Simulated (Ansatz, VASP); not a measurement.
CdClO in VASP and in Ansatz

Contents of INCAR:

```
ALGO = Normal ; EDIFF = 1E-7
ENCUT = 520 ; GGA = PE
ISIF = 2 ; ISMEAR = -1
LASPH = True ; LCHARG = False
LREAL = False ; LWAVE = False
NBANDS = 34 ; NELM = 60
PREC = Accurate ; SIGMA = 0.05
```

File KPOINTS:

```
k-points
0
Gamma
  8 8 3
```

File POSCAR:

```
CdClO
1.0
    3.7602571250      0.0000000000      0.0000000000
   -1.8801285625      3.2564781950      0.0000000000
    0.0000000000      0.0000000000      9.4333213599
Cd Cl O
2 2 2
Direct
    0.6666666667      0.3333333333      0.0190610000
    0.3333333333      0.6666666667      0.5190610000
    0.6666666667      0.3333333333      0.3387190000
    0.3333333333      0.6666666667      0.8387190000
    0.0000000000      0.0000000000      0.0792210000
    0.0000000000      0.0000000000      0.5792210000
```

File input.yaml:

```yaml
crystal:
  lattice:
    - [3.760257125, 0.0, 0.0]
    - [-1.8801285625, 3.256478195, 0.0]
    - [0.0, 0.0, 9.4333213599]
  atoms:
    - { symbol: Cd, position: [0.6666666667, 0.3333333333, 0.019061] }
    - { symbol: Cd, position: [0.3333333333, 0.6666666667, 0.519061] }
    - { symbol: Cl, position: [0.6666666667, 0.3333333333, 0.338719] }
    - { symbol: Cl, position: [0.3333333333, 0.6666666667, 0.838719] }
    - { symbol: O, position: [0.0, 0.0, 0.079221] }
    - { symbol: O, position: [0.0, 0.0, 0.579221] }
hamiltonian:
  xc: pbe
  pseudopotentials: { kind: paw }
kpoints:
  mp_grid: { grid: [8, 8, 3] }
scf:
  occupations: { method: fermi_dirac, width: 0.05 }
output:
  forces: true
  stress: true
  eigenvalues: true
```

Change from the starting cell: volume scaled by 0.96.

Alike in both runs: task single point; functional PBE; k mesh 8 × 8 × 3; occupations fermi-dirac, width 0.05 eV; no spin polarisation.

|  | VASP | Ansatz |
| --- | --- | --- |
| version | VASP 6.6.1 | Ansatz 0.2.0 |
| potentials or method | VASP PAW PBE potentials, release 64 (Cd, Cl, O) | Ansatz PAW |
| plane-wave cutoff (eV) | 520 | 420 |
| valence electrons in the cell | 50 | 66 |

Ansatz gave:

```
gap on the k mesh at the Fermi level (eV)       : none
pressure (GPa)                                  : -0.4
largest component of the traceless stress (GPa) : 1.39
rms of the force components (eV/Å)              : 0.087
```

Problem. What did VASP give for the same quantities?

Solution. gap on the k mesh at the Fermi level (eV): none; pressure (GPa): 0.2; largest component of the traceless stress (GPa): 1.07; rms of the force components (eV/Å): 0.097.

Atom by atom the forces differ by 0.021 eV/Å (rms over components). A gap of «none» marks a metal or a gap that the smearing closes. The two sets of potentials don't hold the same shells in valence.
